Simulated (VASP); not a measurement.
Data:

```yaml
crystal:
  lattice:
    - [1.93214, -3.34656, 0.00000]
    - [1.93214, 3.34656, 0.00000]
    - [0.00000, 0.00000, 6.16866]
  atoms:
    - { symbol: Sn, position: [0.00000, 0.00000, 0.00000] }
    - { symbol: Se, position: [0.33333, 0.66667, 0.25877] }
    - { symbol: Se, position: [0.66667, 0.33333, 0.74123] }
```

Method: rev-vdW-DF2, VASP's PBE PAW potentials (set 64) (plane waves; VASP). Numerical set-up: 520 eV cut-off, Gaussian smearing of 0.050 eV, potentials Sn_d Se.

Unless said otherwise, spin-orbit coupling is left out, though it shifts the bands of the heavy elements here.

Task: Give the energies of bands 8 to 16 at the high-symmetry points, in eV from the valence-band maximum.

Result: 
```
band      Γ      M      K      A      L      H
----  -----  -----  -----  -----  -----  -----
8     -6.28  -7.09  -7.30  -5.39  -7.23  -7.23
9     -0.64  -4.21  -3.47  -2.22  -4.75  -4.06
10    -0.64  -2.97  -3.47  -0.76  -2.27  -4.06
11    -0.41  -2.49  -3.17  -0.76  -1.98  -3.62
12    -0.41  -1.43  -1.69  -0.21  -0.95  -0.40
13    -0.13  -0.32  -1.69  -0.21  -0.80  -0.40
14     0.63   1.03   0.89   2.22   0.56   2.09
15     2.92   3.54   6.10   2.78   3.95   4.26
16     4.45   5.00   6.10   4.15   4.56   4.26
```

The gap is indirect, 0.45 eV, from the valence maximum at K-Γ at 0.78 to the conduction minimum at L-M at 0.33.

Measured: gap 0.98 eV (computed value off by -0.53 eV), as given by Joseph M. Gonzalez et al., Physical Review B (2016), arXiv:1609.04381.

The compound is SnSe2 in the 1T layered structure. It was relaxed first.
